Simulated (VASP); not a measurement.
Data:

```yaml
crystal:
  lattice:
    - [0.00000, 2.72500, 2.72500]
    - [2.72500, 0.00000, 2.72500]
    - [2.72500, 2.72500, 0.00000]
  atoms:
    - { symbol: Ga, position: [0.00000, 0.00000, 0.00000] }
    - { symbol: P, position: [0.25000, 0.25000, 0.25000] }
```

Calculation: SCAN meta-GGA, VASP's PBE PAW potentials (set 64) (plane waves; VASP). Settings: 520 eV cut-off, 8×8×8 Γ-centred mesh, Gaussian smearing of 0.050 eV, potentials Ga_d P.

Predict the energy per atom (σ→0).

* **energy per atom (σ→0)**: -13.829 eV/atom

Only differences to runs with the same potentials and settings are physical.

The compound is GaP in the zinc blende structure. The cell was not relaxed at this level.
